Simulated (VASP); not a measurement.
## GW-BSE spectrum of BN (Qingsongite)

Aim: the optical spectrum of BN (Qingsongite) with the electron-hole interaction. The cell is of the zinc-blende type, one of the forms listed for this formula. The start is a cell from a database of measured crystal structures.

Calculated with VASP 6.6.1; PBE; plane waves and PAW (N_GW, B_GW), in the first sound run; inputs show where later runs differ.

Most raw output is cut from this account.

### 1. The starting structure

Symmetry: F-43m, No. 216, cubic system. The conventional cell has a = 3.615 Å, b = 3.615 Å, c = 3.615 Å, α = 90.00°, β = 90.00°, γ = 90.00°. N has 4 B at 1.57 Å nearest. Nearest to B lie 4 N at 1.57 Å. Farther neighbours and most contacts between anions are not listed.

Structure file:

```cif
data_structure
_symmetry_space_group_name_H-M 'P 1'
_symmetry_Int_Tables_number 1
_cell_length_a 2.5562
_cell_length_b 2.5562
_cell_length_c 2.5562
_cell_angle_alpha 60.000
_cell_angle_beta 60.000
_cell_angle_gamma 60.000
_cell_volume 11.81
loop_
_atom_site_label
_atom_site_type_symbol
_atom_site_fract_x
_atom_site_fract_y
_atom_site_fract_z
_atom_site_occupancy
N1 N 0.75000 0.75000 0.75000 1
B2 B 0.00000 0.00000 0.00000 1
```

### 2. Ground state

The orbitals come from a self-consistent PBE run with a tight EDIFF and a narrow smearing. KPOINTS_OPT adds the bands along a path, which shows whether the mesh holds the band edges.

INCAR reads:

```
SYSTEM = BN
PREC = Accurate
ENCUT = 450
EDIFF = 1E-08
NELM = 100
ISMEAR = 0
SIGMA = 0.01
LREAL = .FALSE.
ALGO = Normal
GGA = PE
NBANDS = 10
LORBIT = 11
LWAVE = .TRUE.
LCHARG = .FALSE.
KPAR = 8
```

POSCAR reads:

```
BN
1.0
    0.0000000000      1.8075000000      1.8075000000
    1.8075000000      0.0000000000      1.8075000000
    1.8075000000      1.8075000000      0.0000000000
N B
1 1
Direct
    0.7500000000      0.7500000000      0.7500000000
    0.0000000000      0.0000000000      0.0000000000
```

KPOINTS reads:

```
Automatic mesh
0
Gamma
6 6 6
0 0 0
```

KPOINTS_OPT reads:

```
Line mode
12
Line-mode
Reciprocal
  0.00000000   0.00000000   0.00000000 GAMMA
  0.50000000   0.00000000   0.50000000 X

  0.50000000   0.00000000   0.50000000 X
  0.50000000   0.25000000   0.75000000 W

  0.50000000   0.25000000   0.75000000 W
  0.37500000   0.37500000   0.75000000 K

  0.37500000   0.37500000   0.75000000 K
  0.00000000   0.00000000   0.00000000 GAMMA

  0.00000000   0.00000000   0.00000000 GAMMA
  0.50000000   0.50000000   0.50000000 L

  0.50000000   0.50000000   0.50000000 L
  0.62500000   0.25000000   0.62500000 U

  0.62500000   0.25000000   0.62500000 U
  0.50000000   0.25000000   0.75000000 W

  0.50000000   0.25000000   0.75000000 W
  0.50000000   0.50000000   0.50000000 L

  0.50000000   0.50000000   0.50000000 L
  0.37500000   0.37500000   0.75000000 K

  0.62500000   0.25000000   0.62500000 U
  0.50000000   0.00000000   0.50000000 X
```

PAW data sets: N_GW and B_GW (PBE family, release 64).

Started as:

```
$ mpirun -np 8 vasp_std
```

The job ended after 4.2 s (8 MPI ranks of AMD EPYC 7R43, shared host; peak memory 0.66 GiB; 26 s of CPU time).

This step gave:

```
free energy (TOTEN)               : -17.44 eV
Fermi energy                      : 7.584 eV
pressure                          : -0.5952 GPa
least gap on mesh and path        : 4.458 eV
least direct gap on mesh and path : 8.818 eV
```

The highest empty bands on the path are converged less tightly, to about 0.1 eV. The electronic bands at the labelled points (eV, zero at the valence-band top; v1 is the highest filled band, c1 the lowest empty one):

```csv
point,v3,v2,v1,c1,c2,c3,c4
Γ,0.00,0.00,0.00,8.82,8.82,8.82,10.34
0.55 of the way,-4.54,-3.32,-3.32,6.50,11.21,14.04,14.04
X,-8.92,-4.91,-4.91,4.46,9.23,17.93,17.93
0.55 of the way,-8.43,-5.88,-5.84,6.85,11.18,15.95,17.30
W,-7.59,-6.97,-6.51,9.60,13.31,14.51,14.65
0.55 of the way,-7.99,-7.48,-4.94,7.99,13.05,14.73,16.52
K,-8.13,-7.67,-4.08,6.91,12.87,15.83,16.69
0.55 of the way,-5.14,-3.44,-0.90,10.38,10.58,10.93,13.34
Γ,0.00,0.00,0.00,8.82,8.82,8.82,10.34
0.55 of the way,-6.15,-1.26,-1.26,9.72,10.46,10.46,13.88
L,-10.70,-1.94,-1.94,10.14,10.71,10.71,15.26
0.55 of the way,-9.80,-4.82,-2.99,8.66,13.04,13.09,15.56
U,-8.13,-7.67,-4.08,6.91,12.87,15.83,16.69
0.55 of the way,-7.92,-7.39,-5.25,8.37,13.12,14.47,16.28
W,-7.59,-6.97,-6.51,9.60,13.31,14.51,14.65
0.55 of the way,-9.87,-4.46,-3.20,9.66,11.04,13.93,15.72
L,-10.70,-1.94,-1.94,10.14,10.71,10.71,15.26
0.45 of the way,-10.07,-4.09,-2.73,9.10,12.34,12.46,15.63
K,-8.13,-7.67,-4.08,6.91,12.87,15.83,16.69
jump to U,-8.13,-7.67,-4.08,6.91,12.87,15.83,16.69
0.45 of the way,-8.67,-6.13,-4.65,5.55,10.36,17.23,17.49
X,-8.92,-4.91,-4.91,4.46,9.23,17.93,17.93
```

Of the projections kept (N, B), the largest for each band there; the rest of the weight can lie on other orbitals:

```csv
point,v3,v2,v1,c1,c2,c3,c4
Γ,N 0.86,N 0.86,N 0.86,B 0.93,B 0.93,B 0.93,N 0.74
X,N 0.54,N 0.62,N 0.62,B 0.56,B 0.91,B 0.57,B 0.57
W,B 0.51,N 0.66,N 0.54,N 0.87,B 0.74,B 1.00,B 0.52
K,N 0.51,N 0.59,N 0.64,B 0.56,B 0.59,B 0.61,B 0.63
Γ,N 0.86,N 0.86,N 0.86,B 0.93,B 0.93,B 0.93,N 0.74
L,N 0.50,N 0.72,N 0.72,B 0.60,B 0.79,B 0.79,N 0.79
```

The cell has a gap of 4.46 eV on mesh and path.

### 3. Empty bands

The next step needs empty bands that the ground-state run didn't converge, so the Hamiltonian is diagonalised exactly for NBANDS bands, in a single step. LOPTICS writes the k-derivatives of the orbitals (WAVEDER), which give the long-wavelength limit of the screening.

INCAR reads:

```
SYSTEM = BN
PREC = Accurate
ENCUT = 450
ISMEAR = 0
SIGMA = 0.01
LREAL = .FALSE.
GGA = PE
NBANDS = 32
ALGO = Exact
NELM = 1
LWAVE = .TRUE.
LCHARG = .FALSE.
LOPTICS = .TRUE.
NEDOS = 1000
CSHIFT = 0.1
```

POSCAR is that of step 2.

KPOINTS is that of step 2.

Started as:

```
$ mpirun -np 8 vasp_std
```

Wall time 2.6 s (8 MPI ranks); peak memory 0.6 GiB.

The gap is read on the k-mesh alone, so it is an upper bound where the band edges lie off the mesh.

A gap read on the k-mesh alone can miss the band edges.

Numbers from this step:

```yaml
gap_on_the_k_mesh: 4.458 eV
least_direct_gap_on_the_k_mesh: 8.818 eV
```

WAVECAR now holds 32 bands for 8 electrons. Its independent-particle dielectric tensor has xx, yy, zz = 4.8, 4.8, 4.8 on this mesh, which isn't tested for convergence in mesh or bands and lacks local fields.

### 4. G0W0

This step: G0W0 on PBE; plane waves and PAW (N_GW, B_GW) (VASP 6.6.1).

One pass of GW corrects the levels to first order, with G and W from the starting orbitals. LWAVE keeps the quasiparticle levels in WAVECAR, and the W files hold the screened interaction for the next step.

INCAR reads:

```
SYSTEM = BN
PREC = Accurate
ENCUT = 450
ISMEAR = 0
SIGMA = 0.01
LREAL = .FALSE.
GGA = PE
NBANDS = 32
ALGO = EVGW0
NELMGW = 1
ENCUTGW = 100
NOMEGA = 48
PRECFOCK = Fast
NBANDSGW = 16
LWAVE = .TRUE.
LCHARG = .FALSE.
```

POSCAR is that of step 3.

KPOINTS is that of step 3.

Started as:

```
$ mpirun -np 8 vasp_std
```

It took 27 s on 8 MPI ranks; peak memory 0.68 GiB; 3.4 min of CPU time.

Numbers from this step:

```yaml
quasiparticle_gap_on_the_mesh: 5.741 eV
smallest_direct_quasiparticle_gap_on_the_mesh: 10.81 eV
gap_of_the_starting_orbitals_on_the_mesh: 4.458 eV
```

GW takes the gap from 4.458 to 5.741 eV. The value holds for 32 bands, ENCUTGW = 100 eV and this mesh, and isn't shown to be converged in them.

### 5. BSE, Tamm-Dancoff

This step: BSE on G0W0 on PBE; plane waves and PAW (N_GW, B_GW) (VASP 6.6.1).

The Bethe-Salpeter equation adds the screened attraction of electron and hole to the quasiparticle pairs; ANTIRES = 0 leaves out the coupling to antiresonant pairs.

INCAR reads:

```
SYSTEM = BN
PREC = Accurate
ENCUT = 450
ISMEAR = 0
SIGMA = 0.01
LREAL = .FALSE.
GGA = PE
NBANDS = 32
ALGO = BSE
NBANDSO = 3
NBANDSV = 4
OMEGAMAX = 25
NEDOS = 1000
CSHIFT = 0.1
PRECFOCK = Fast
LWAVE = .FALSE.
LCHARG = .FALSE.
ENCUTGW = 100
ANTIRES = 0
```

POSCAR is that of step 4.

KPOINTS is that of step 4.

Started as:

```
$ mpirun -np 8 vasp_std
```

Wall time 19 s (8 MPI ranks); peak memory 1.1 GiB; 2.4 min of CPU time.

Numbers from this step:

```
lowest excitation                     : 10.11 eV
direct gap less the lowest excitation : 0.7070 eV
```

The imaginary dielectric function, xx has structure finer than the step of the table below, so its rows give means over 1 eV, whole bins alone (the curve runs from 0 to 25 eV). Peaks (eV: height): 10.1: 19.2, 10.5: 31.2, 10.7: 29.7, 11.6: 38.2, 12.2: 14.8, 12.5: 16.5, 13.1: 11.4.

From 3 filled and 4 empty bands alone, without any pair above OMEGAMAX = 25 eV, so strength is missing wherever others contribute; lines are broadened by CSHIFT, which also makes the tail under the first line. Imaginary dielectric function, xx against photon energy; means over each step:

```csv
photon energy (eV),"imaginary dielectric function, xx"
1,0.00527
2,0.0111
3,0.0181
4,0.0272
5,0.0404
6,0.0615
7,0.100
8,0.190
9,0.536
10,10.5
11,16.4
12,15.0
13,7.28
14,3.12
15,3.73
16,3.08
17,4.04
18,1.70
19,0.847
20,0.672
21,0.605
22,0.146
23,0.267
24,0.144
```

Some of the lowest 40 states alone, with states under 2.5 meV apart joined, scaled to the strongest line shown. Exciton lines, with heights relative to the strongest:

```csv
position (eV),lines merged,oscillator strength
10.107,6,66
10.126,2,0.0
10.152,1,0.0
10.471,3,100
10.484,3,0.0
10.711,3,88
10.745,3,0.0
10.787,3,2.6
10.793,3,0.0
10.964,6,22
10.986,6,0.2
```

The lowest excitation lies at 10.106 eV, -707 meV against the direct gap of these orbitals. No second mesh in this session tests these energies, peaks and heights.

### 6. Independent quasiparticles

This step: BSE on G0W0 on PBE, independent quasiparticles; plane waves and PAW (N_GW, B_GW) (VASP 6.6.1).

With LADDER and LHARTREE off the pairs don't interact at all, so the lowest line must equal the direct gap.

Changes to INCAR since step 5:

```diff
@@ -19 +19,3 @@
 ANTIRES = 0
+LADDER = .FALSE.
+LHARTREE = .FALSE.
```

POSCAR is that of step 5.

KPOINTS is that of step 5.

Started as:

```
$ mpirun -np 8 vasp_std
```

Elapsed: 6.6 s, on 8 MPI ranks; peak memory 1.1 GiB; 45 s of CPU time.

This step gave:

```
lowest excitation : 10.81 eV
```

The imaginary dielectric function, xx has structure finer than the step of the table below, so its rows give means over 1 eV, whole bins alone (the curve runs from 0 to 25 eV). Peaks (eV: height): 12.5: 25.3, 13.0: 13.7, 13.4: 17.4, 14.0: 19.6, 14.5: 12.3, 16.3: 12.6, 18.7: 10.9.

From 3 filled and 4 empty bands alone, without any pair above OMEGAMAX = 25 eV, so strength is missing wherever others contribute; lines are broadened by CSHIFT, which also makes the tail under the first line. Table of imaginary dielectric function, xx by photon energy; means over each step:

```csv
photon energy (eV),"imaginary dielectric function, xx"
1,0.00307
2,0.00634
3,0.0101
4,0.0146
5,0.0206
6,0.0289
7,0.0415
8,0.0632
9,0.108
10,0.284
11,3.27
12,7.78
13,12.5
14,12.4
15,4.45
16,6.00
17,3.90
18,6.55
19,5.82
20,1.29
21,1.65
22,1.20
23,0.286
24,0.626
```

The lowest excitation lies at 10.813 eV, +707 meV against the Tamm-Dancoff singlet. No second mesh in this session tests these energies, peaks and heights.

### 7. Summary

This step: BSE on G0W0 on PBE; plane waves and PAW (VASP 6.6.1).

Derived from the runs above.

Cost is wall time times ranks on a shared host, for this step alone, without the steps before it. Excitations by level:

```csv
level,first excitation (eV),cost (core minutes)
"BSE, Tamm-Dancoff",10.11,2.48
independent quasiparticles,10.81,0.88
```

### 8. Results

```json
{"BSE, Tamm-Dancoff": "lowest vertical excitation 10.106 eV; direct gap 10.813 eV", "independent quasiparticles": "lowest vertical excitation 10.813 eV; direct gap 10.813 eV"}
```

The Bethe-Salpeter equation puts the lowest vertical singlet excitation at 10.106 eV, 0.71 eV below the direct gap of 10.813 eV; the states within 10 meV of it carry 66 % of the strength of the strongest such group among the lowest 40 states. The spectra were run on one mesh, so the distance from the gap isn't shown to be converged; coarse meshes tend to overstate it. Bands, response cutoff and mesh of the GW step weren't tested in this session. Only vertical pairs enter; the least gap on the mesh is indirect, 5.741 eV, and its phonon-assisted absorption is absent. Only the bands set by NBANDSO and NBANDSV form pairs, and any pair above OMEGAMAX = 25 eV is dropped, so the spectrum is that of this window; the window can cut degenerate bands. Not tabulated here, as repeats of values shown or as unfit to read for their mesh, reference level or band range: eps2 curves (empty bands); eps1 curves and static values (BSE, empty bands, independent quasiparticles); line lists of runs without attraction (independent quasiparticles).

[Lines on the potential files, build, host, timing and source positions are cut from VASP's logs without a mark.]

[Logs are printed without paths, hosts, clocks, repeated set-up lines and the standing remarks that a program may print on its own settings, such as how far it seeks lower states.]

[Hosts, paths, dates, database ids (printed as entryN), source tags and the programs' standing remarks are cut or masked in the printed files.]

[Pressures printed for these runs are not shown converged in the cutoff: they can be off by several GPa and have the wrong sign.]
